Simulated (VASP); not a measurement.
GaAs, 2 atoms in the cell. Symmetry: I-4m2, No. 119, tetragonal system. Conventional cell: a = 4.007 Å, b = 4.007 Å, c = 5.625 Å, α = 90.00°, β = 90.00°, γ = 90.00°. Around Ga (site symmetry -4m2) lie 4 As at 2.45 Å. Around As (site symmetry -4m2) lie 4 Ga at 2.45 Å. The cell was built by a generator and isn't the measured one.

```yaml
Program: VASP 6.6.1
Task: single point
Functional: HSE06
Potentials_or_basis: VASP PAW PBE potentials, release 64 (Ga_d, As)
Cutoff: 520 eV
k_mesh: 6 × 6 × 6
Occupations: gaussian, width 0.02 eV
Spin: no spin polarisation
Grid_for_exact_exchange_PRECFOCK: Normal
Screening_parameter: 0.2 1/A
Further_INCAR_settings: ALGO = Normal; EDIFF = 1e-06; NBANDS = 16
```

Potentials or basis: VASP PAW PBE potentials, release 64 (Ga_d, As).

Run with:

```sh
$ cat potpaw_PBE.64/Ga_d/POTCAR potpaw_PBE.64/As/POTCAR > POTCAR
$ cp INCAR.step1 INCAR
$ mpirun -np 1 vasp_std > vasp.out
$ cp INCAR.step2 INCAR
$ mpirun -np 1 vasp_std > vasp.out
```

Hardware: 1 thread of Intel(R) Xeon(R) Platinum 8488C (Sapphire Rapids), on a shared host.

Problem. How long does it take, and how much memory?

Solution. Run time: 58 min on 1 thread of Intel(R) Xeon(R) Platinum 8488C (Sapphire Rapids), on a shared host, peak memory 0.31 GiB. Counts: scf iterations 10, k points 30.
